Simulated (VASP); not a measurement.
# Sn2GeO2 (Pnnm) in VASP: relaxation of cell and atoms with PBE

Aim: the relaxation of cell and atoms of Sn2GeO2 with PBE.

All numbers are computed with VASP 6.6.1; they aren't measurements. Logs are shortened: lines on timing, memory, paths and dates and some standing lists are left out, and cuts for length are marked.

### 1 The structure

The structure is orthorhombic, space group Pnnm (No. 58). The conventional cell has a = 3.703 Å, b = 12.732 Å, c = 3.682 Å, α = 90.00°, β = 90.00°, γ = 90.00°. Around Sn (site symmetry m) lie 4 O at 2.22 Å. Ge (site symmetry 2/m) is surrounded by 8 Sn at 3.21 to 3.31 Å and 6 O at 3.64 to 3.67 Å and 2 Ge at 3.68 Å. O (site symmetry m) has 4 Sn at 2.22 Å as nearest neighbours.

The cell was built by a generator and needn't be a form met in nature.

### 2 Relaxation of cell and atoms, PBE

The input, INCAR:

```
  ALGO = Normal
  EDIFF = 1E-6
  EDIFFG = -0.01
  ENCUT = 520
  GGA = PE
  IBRION = 2
  ISIF = 3
  ISMEAR = 0
  KPAR = 4
  LASPH = T
  LCHARG = F
  LREAL = F
  LWAVE = F
  NELM = 120
  NSW = 90
  PREC = Accurate
  SIGMA = 0.1
```

The input, KPOINTS:

```
k-points
0
Gamma
  8 4 8
```

The input, POSCAR:

```
Sn2GeO2
1.0
    3.7030000000      0.0000000000      0.0000000000
    0.0000000000     12.7320000000      0.0000000000
    0.0000000000      0.0000000000      3.6820000000
Sn Ge O
4 2 4
Direct
    0.0248447200      0.3469211400      0.0000000000
    0.5248447200      0.1530788600      0.5000000000
    0.9751552800      0.6530788600      0.0000000000
    0.4751552800      0.8469211400      0.5000000000
    0.0000000000      0.0000000000      0.0000000000
    0.5000000000      0.5000000000      0.5000000000
    0.5244396400      0.2506283400      0.0000000000
    0.0244396400      0.2493716600      0.5000000000
    0.4755603600      0.7493716600      0.0000000000
    0.9755603600      0.7506283400      0.5000000000
```

Potentials or basis: VASP PAW PBE potentials, release 64 (Sn_d, Ge_d, O).

Launch:

```sh
> cat potpaw_PBE.64/Sn_d/POTCAR potpaw_PBE.64/Ge_d/POTCAR potpaw_PBE.64/O/POTCAR > POTCAR
> mpirun -np 4 vasp_std > vasp.out
```

OUTCAR:

```text
EDIFF = 1E-6
   EDIFFG = -0.01
   ENCUT = 520
   GGA = PE
   IBRION = 2
   ISIF = 3
   ISMEAR = 0
   LASPH = T
   LREAL = F
   NELM = 120
   NSW = 90
   PREC = Accurate

 ion  position               nearest neighbor table
   1  0.025  0.347  0.000-   7 2.22   8 2.22   8 2.22   7 2.22   6 3.21   6 3.21   6 3.31   6 3.31
                             2 3.59   2 3.59   2 3.59   2 3.59
   2  0.525  0.153  0.500-   8 2.22   7 2.22   7 2.22   8 2.22   5 3.21   5 3.21   5 3.31   5 3.31
                             1 3.59   1 3.59   1 3.59   1 3.59
   3  0.975  0.653  0.000-   9 2.22  10 2.22  10 2.22   9 2.22   6 3.21   6 3.21   6 3.31   6 3.31
                             4 3.59   4 3.59   4 3.59   4 3.59
   4  0.475  0.847  0.500-  10 2.22   9 2.22   9 2.22  10 2.22   5 3.21   5 3.21   5 3.31   5 3.31
                             3 3.59   3 3.59   3 3.59   3 3.59
   5  0.000  0.000  0.000-   2 3.21   4 3.21   2 3.21   4 3.21   2 3.31   2 3.31   4 3.31   4 3.31

   6  0.500  0.500  0.500-   1 3.21   3 3.21   1 3.21   3 3.21   1 3.31   1 3.31   3 3.31   3 3.31

   7  0.524  0.251  0.000-   1 2.22   2 2.22   2 2.22   1 2.22
   8  0.024  0.249  0.500-   2 2.22   1 2.22   1 2.22   2 2.22
   9  0.476  0.749  0.000-   3 2.22   4 2.22   4 2.22   3 2.22
  10  0.976  0.751  0.500-   4 2.22   3 2.22   3 2.22   4 2.22

  LATTYP: Found a simple orthorhombic cell.
 ALAT       =     3.6820000000
 B/A-ratio  =     1.0057034221
 C/A-ratio  =     3.4579033134

  Lattice vectors:

 A1 = (   0.0000000000,   0.0000000000,   3.6820000000)
 A2 = (   3.7030000000,   0.0000000000,   0.0000000000)
 A3 = (   0.0000000000,  12.7320000000,   0.0000000000)

Analysis of symmetry for initial positions (statically):
=====================================================================
 Subroutine PRICEL returns:
 Original cell was already a primitive cell.

 Routine SETGRP: Setting up the symmetry group for a
 simple orthorhombic supercell.

 Subroutine GETGRP returns: Found  8 space group operations
 (whereof  4 operations were pure point group operations)
 out of a pool of  8 trial point group operations.

The static configuration has the point symmetry C_2h.
 The point group associated with its full space group is D_2h.

Analysis of symmetry for dynamics (positions and initial velocities):
=====================================================================
 Subroutine PRICEL returns:
 Original cell was already a primitive cell.

 Routine SETGRP: Setting up the symmetry group for a
 simple orthorhombic supercell.

 Subroutine GETGRP returns: Found  8 space group operations
 (whereof  4 operations were pure point group operations)
 out of a pool of  8 trial point group operations.

The dynamic configuration has the point symmetry C_2h.
 The point group associated with its full space group is D_2h.

 Subroutine INISYM returns: Found  8 space group operations
 (whereof  4 operations are pure point group operations),
 and found     1 'primitive' translations

----------------------------------------------------------------------------------------

                                     Primitive cell

  volume of cell :     173.5938

  direct lattice vectors                    reciprocal lattice vectors
     3.703000000  0.000000000  0.000000000     0.270051310  0.000000000  0.000000000
     0.000000000 12.732000000  0.000000000     0.000000000  0.078542256  0.000000000
     0.000000000  0.000000000  3.682000000     0.000000000  0.000000000  0.271591526

  length of vectors
     3.703000000 12.732000000  3.682000000     0.270051310  0.078542256  0.271591526

  position of ions in fractional coordinates (direct lattice)
     0.024844720  0.346921140  0.000000000
     0.524844720  0.153078860  0.500000000
     0.975155280  0.653078860  0.000000000
     0.475155280  0.846921140  0.500000000
     0.000000000  0.000000000  0.000000000
     0.500000000  0.500000000  0.500000000
     0.524439640  0.250628340  0.000000000
     0.024439640  0.249371660  0.500000000
     0.475560360  0.749371660  0.000000000
     0.975560360  0.750628340  0.500000000

  ion indices of the primitive-cell ions
   primitive index   ion index
                 1           1
                 2           2
                 3           3
                 4           4
                 5           5
                 6           6
                 7           7
                 8           8
                 9           9
                10          10

----------------------------------------------------------------------------------------

 KPOINTS: k-points

Automatic generation of k-mesh.
 Grid dimensions read from file:
 generate k-points for:    8    4    8

 Generating k-lattice:

  Cartesian coordinates                     Fractional coordinates (reciprocal lattice)
     0.033756414  0.000000000  0.000000000     0.125000000  0.000000000  0.000000000
     0.000000000  0.019635564  0.000000000     0.000000000  0.250000000  0.000000000
     0.000000000  0.000000000  0.033948941     0.000000000  0.000000000  0.125000000

  Length of vectors
     0.033756414  0.019635564  0.033948941

  Shift w.r.t. Gamma in fractional coordinates (k-lattice)
     0.000000000  0.000000000  0.000000000

 Subroutine IBZKPT returns following result:
 ===========================================

 Found     75 irreducible k-points:

 Following reciprocal coordinates:
            Coordinates               Weight
  0.000000  0.000000  0.000000      1.000000
  0.125000  0.000000  0.000000      2.000000
  0.250000  0.000000  0.000000      2.000000
  0.375000  0.000000  0.000000      2.000000
  0.500000  0.000000  0.000000      1.000000
  0.000000  0.250000  0.000000      2.000000
[... 16 lines left out ...]
  0.250000  0.250000  0.125000      8.000000
  0.375000  0.250000  0.125000      8.000000
 [... further k-points ...]
   k-points           NKPTS =     75   k-points in BZ     NKDIM =     75   number of bands    NBANDS=     64
   number of dos      NEDOS =    301   number of ions     NIONS =     10
   total plane-waves  NPLWV =  75264
   dimension x,y,z NGX =    28 NGY =   96 NGZ =   28
   dimension x,y,z NGXF=    56 NGYF=  192 NGZF=   56
   ions per type =               4   2   4
   NGX,Y,Z   is equivalent  to a cutoff of  12.57, 12.54, 12.64 a.u.
   NGXF,Y,Z  is equivalent  to a cutoff of  25.14, 25.07, 25.28 a.u.
 SYSTEM =  unknown system
   PREC   = accura    normal or accurate (medium, high low for compatibility)
   ISTART =      0    job   : 0-new  1-cont  2-samecut
   ICHARG =      2    charge: 1-file 2-atom 10-const
   ISPIN  =      1    spin polarized calculation?
   LNONCOLLINEAR =      F non collinear calculations
   LSORBIT =      F    spin-orbit coupling
   LASPH  =      T    aspherical Exc in radial PAW
   ENCUT  =  520.0 eV  38.22 Ry    6.18 a.u.   6.89 23.67  6.85*2*pi/ulx,y,z
   NELM   =    120;   NELMIN=  2; NELMDL= -5     # of ELM steps
   EDIFF  = 0.1E-05   stopping-criterion for ELM
   LREAL  =      F    real-space projection
   EDIFFG = -.1E-01   stopping-criterion for IOM
   NSW    =     90    number of steps for IOM
   IBRION =      2    ionic relax: 0-MD 1-quasi-New 2-CG
   NFREE  =      1    steps in history (QN), initial steepest desc. (CG)
   ISIF   =      3    stress and relaxation
   ISYM   =      2    0-nonsym 1-usesym 2-fastsym
   POTIM  = 0.5000    time-step for ionic-motion
   TEBEG  =    0.0;   TEEND  =   0.0 temperature during run
   PSTRESS=    0.0 pullay stress
   NELECT =     108.0000    total number of electrons
   NUPDOWN=      -1.0000    fix difference up-down
   EMIN   =  10.00;   EMAX   =-10.00  energy-range for DOS
   EFERMI =   0.00;   METHOD = LEGACY
   ISMEAR =     0;   SIGMA  =   0.10  broadening in eV -4-tet -1-fermi 0-gaus
   EFERMI_NEDOS =   21; number of points for ismear=-14 and -15
   IALGO  =     38    algorithm
   IMIX   =      4    mixing-type and parameters
     AMIX     =   0.40;   BMIX     =  1.00
     AMIX_MAG =   1.60;   BMIX_MAG =  1.00
  volume/ion in A,a.u.               =      17.36       117.15
  Fermi-wavevector in a.u.,A,eV,Ry     =   1.397563  2.641011 26.574657  1.953182
  Thomas-Fermi vector in A             =   2.520807
   LORBIT       =      0    0 simple, 1 ext, 2 COOP (PROOUT), +10 PAW based schemes
   GGA     = PE    functional components
   LHFCALC =     F    Hartree Fock is set to
   AEXX    =    0.0000 exact exchange contribution
   IVDW    =     0    specifies the selected vdW correction
   LEPSILON=     F    determine dielectric tensor
   LRPA    =     F    only Hartree local field effects (RPA)
 conjugate gradient relaxation of ions
 non-spin polarized calculation
 Gauss-broadening in eV      SIGMA  =   0.10
  energy-cutoff  :      520.00
  volume of cell :      173.59
 maximum number of plane-waves:      4712
 NGX is ok and might be reduce to    28
   NGX = 13   NGY = 47   NGZ = 13

--------------------------------------- Ionic step        1  -------------------------------------------

 number of electron     107.9999991 magnetization

 Free energy of the ion-electron system (eV)
  ---------------------------------------------------
  ext. energy  EPLUGINS =         0.00000000
  ---------------------------------------------------
  free energy    TOTEN  =       -51.59611941 eV

  energy without entropy =      -51.57768072  energy(sigma->0) =      -51.58690006

------------------------ aborting loop because EDIFF is reached ----------------------------------------

  FORCE on cell =-STRESS in cart. coord.  units (eV):
  Direction    XX          YY          ZZ          XY          YZ          ZX
  --------------------------------------------------------------------------------------
  -------------------------------------------------------------------------------------
  Total        0.0145762      2.2410035      0.1283243     -0.0000000      0.0000000      0.0000000
  in kB        0.1345304     20.6832598      1.1843644     -0.0000000      0.0000000      0.0000000
  external PRESSURE =       7.3340515 kB  Pullay stress =       0.0000000 kB
[... 113 lines left out ...]
  FREE ENERGIE OF THE ION-ELECTRON SYSTEM (eV)
  ---------------------------------------------------
  free  energy   TOTEN  =       -51.6255648474 eV

  energy  without entropy=      -51.6113667874  energy(sigma->0) =      -51.61846582

[... ionic steps 4 to 30 ...]

--------------------------------------- Ionic step       31  -------------------------------------------

 number of electron     107.9999981 magnetization

------------------------ aborting loop because EDIFF is reached ----------------------------------------

  FORCE on cell =-STRESS in cart. coord.  units (eV):
  Direction    XX          YY          ZZ          XY          YZ          ZX
  --------------------------------------------------------------------------------------
  -------------------------------------------------------------------------------------
  Total       -0.1219624     -0.1416577     -0.0703486      0.0000000      0.0000000      0.0000000
  in kB       -1.1017464     -1.2796645     -0.6354933      0.0000000      0.0000000      0.0000000
  external PRESSURE =      -1.0056347 kB  Pullay stress =       0.0000000 kB
[... 73 lines left out ...]
  energy  without entropy=      -51.6192143660  energy(sigma->0) =      -51.62602035

--------------------------------------- Ionic step       33  -------------------------------------------

 number of electron     107.9999983 magnetization

 Free energy of the ion-electron system (eV)
  ---------------------------------------------------
  ext. energy  EPLUGINS =         0.00000000
  ---------------------------------------------------
  free energy    TOTEN  =       -51.63291500 eV

  energy without entropy =      -51.61933424  energy(sigma->0) =      -51.62612462

 E-fermi :   6.9440     XC(G=0): -10.6141

 val. band max:        6.9312462400   @ k =   0.3750   0.2500   0.5000
 cond. band min:       7.0312087431   @ k =   0.3750   0.5000   0.5000
 fundamental gap:      0.0999625031
 Fermi energy:         6.9440182640

 k-point     1 :       0.0000    0.0000    0.0000
  band No.  band energies     occupation
      1     -17.8464      2.00000
      2     -17.8463      2.00000
      3     -17.8368      2.00000
      4     -17.8368      2.00000
      5     -17.7764      2.00000
      6     -17.7764      2.00000
[... 1597 lines left out ...]
     63      12.0852      0.00000
     64      12.4421      0.00000

 [... further k-points ...]

------------------------ aborting loop because EDIFF is reached ----------------------------------------

  FORCE on cell =-STRESS in cart. coord.  units (eV):
  Direction    XX          YY          ZZ          XY          YZ          ZX
  --------------------------------------------------------------------------------------
  -------------------------------------------------------------------------------------
  Total       -0.0381332      0.0257702     -0.0498066      0.0000000      0.0000000      0.0000000
  in kB       -0.3449158      0.2330924     -0.4505021      0.0000000      0.0000000      0.0000000
  external PRESSURE =      -0.1874418 kB  Pullay stress =       0.0000000 kB
[... 25 lines left out ...]
  FREE ENERGIE OF THE ION-ELECTRON SYSTEM (eV)
  ---------------------------------------------------
  free  energy   TOTEN  =       -51.6329150038 eV

  energy  without entropy=      -51.6193342379  energy(sigma->0) =      -51.62612462

 reached required accuracy - stopping structural energy minimisation
```

It took 38 min on 4 MPI ranks of Intel Xeon 6975P-C (Granite Rapids), shared host; peak memory 0.72 GiB.

What came out:

```
Free energy                            : -51.6329 eV
Relaxed volume                         : 17.71 Å³/atom
Relaxed cell                           : a = 3.691 Å, b = 13.011 Å, c = 3.688 Å, α = 90.00°, β = 90.00°, γ = 90.00°
Space group after relaxing (to 0.05 Å) : Pnnm (No. 58)
Energy gained by relaxing              : 3.7 meV/atom
Ionic steps                            : 33
Pressure after relaxing                : 0.0 GPa
Largest force after relaxing           : 0.010 eV/Å
Band gap on the k mesh                 : none (metal or under the smearing width)
```

Forces in eV/Å, atoms in the order of the input:
```
Sn  -0.007  0.007  0.000
Sn  -0.007 -0.007  0.000
Sn   0.007 -0.007  0.000
Sn   0.007  0.007  0.000
Ge   0.000  0.000  0.000
Ge   0.000  0.000  0.000
O   -0.002 -0.007  0.000
O   -0.002  0.007  0.000
O    0.002  0.007  0.000
O    0.002 -0.007  0.000
```

Step by step:
```csv
step,energy change (eV),largest force (eV/Å),pressure (GPa),volume (Å³)
1,0.0000,0.1745,0.73,173.59
2,-0.0224,0.1961,0.05,175.59
3,-0.0294,0.2184,-0.61,177.62
4,-0.0304,0.1811,0.58,176.89
5,-0.0344,0.0163,0.06,177.23
6,-0.0344,0.0162,-0.01,177.24
7,-0.0346,0.0148,0.01,177.24
8,-0.0346,0.0140,0.01,177.24
9,-0.0346,0.0144,0.00,177.24
10,-0.0347,0.0128,-0.02,177.25
11,-0.0349,0.0141,-0.02,177.26
12,-0.0351,0.0327,-0.08,177.28
13,-0.0351,0.0272,-0.04,177.24
14,-0.0352,0.0171,0.01,177.15
15,-0.0352,0.0162,0.07,177.11
16,-0.0352,0.0172,0.00,177.13
17,-0.0352,0.0155,0.04,177.12
18,-0.0352,0.0148,0.01,177.14
19,-0.0353,0.0117,0.00,177.20
20,-0.0354,0.0137,-0.04,177.33
21,-0.0354,0.0149,0.01,177.28
22,-0.0355,0.0208,0.06,177.18
23,-0.0355,0.0268,0.10,177.14
24,-0.0355,0.0269,0.08,177.14
25,-0.0355,0.0267,0.10,177.13
26,-0.0356,0.0268,0.09,177.12
27,-0.0358,0.0275,0.10,177.10
28,-0.0359,0.0305,0.12,177.06
29,-0.0362,0.0271,0.03,177.19
30,-0.0363,0.0251,-0.12,177.39
31,-0.0365,0.0194,-0.10,177.36
32,-0.0367,0.0115,-0.07,177.30
33,-0.0368,0.0099,-0.02,177.13
```

Final structure:
```
CELL_PARAMETERS angstrom
3.69130 0.00000 0.00000
0.00000 13.01148 0.00000
0.00000 0.00000 3.68804
ATOMIC_POSITIONS crystal
Sn 0.01354 0.34489 0.00000
Sn 0.51354 0.15511 0.50000
Sn 0.98646 0.65511 0.00000
Sn 0.48646 0.84489 0.50000
Ge 0.00000 0.00000 0.00000
Ge 0.50000 0.50000 0.50000
O 0.51353 0.25018 0.00000
O 0.01353 0.24982 0.50000
O 0.48647 0.74982 0.00000
O 0.98647 0.75018 0.50000
```
